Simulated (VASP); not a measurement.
Given:

```xyz
3
Lattice="0.0000 2.6788 2.6788 2.6788 0.0000 2.6788 2.6788 2.6788 0.0000" Properties=species:S:1:pos:R:3 pbc="T T T"
Si     1.3394     1.3394     1.3394
Si     4.0182     4.0182     4.0182
Ni     0.0000     0.0000     0.0000
```

These are LDA (Ceperley-Alder, Perdew-Zunger), VASP's LDA PAW potentials (set 64) (plane waves; VASP 6.6.1) values and carry that method's errors. Settings: 400 eV cut-off, Gaussian smearing of 0.050 eV, potentials Si Ni.

Task: Give the energies of bands 2 to 12 at the high-symmetry points, in eV from the Fermi level.

Result: 
| band | Γ | X | U | L | W |
|---|---|---|---|---|---|
| 2 | -5.43 | -8.25 | -9.03 | -10.19 | -9.05 |
| 3 | -5.43 | -7.47 | -7.63 | -5.01 | -7.23 |
| 4 | -5.43 | -4.64 | -5.17 | -5.01 | -6.94 |
| 5 | -3.71 | -4.64 | -4.56 | -3.92 | -3.93 |
| 6 | -3.71 | -3.83 | -4.02 | -3.53 | -3.93 |
| 7 | -0.19 | -3.83 | -3.63 | -3.53 | -3.83 |
| 8 | 1.72 | -3.62 | -3.08 | -1.51 | -3.36 |
| 9 | 1.72 | -3.29 | -2.77 | -1.51 | -2.57 |
| 10 | 1.72 | -0.45 | 0.17 | 1.75 | 2.25 |
| 11 | 2.22 | 1.31 | 3.62 | 1.81 | 2.25 |
| 12 | 2.22 | 7.76 | 4.72 | 1.81 | 4.59 |

It has no gap at this level: it comes out as a metal or semimetal.

The structure comes from a computed database's Si2Ni entry (Fm-3m); how it stands against other phases isn't given here. It was relaxed first. The run is not spin-polarised, so no magnetic state was tried.
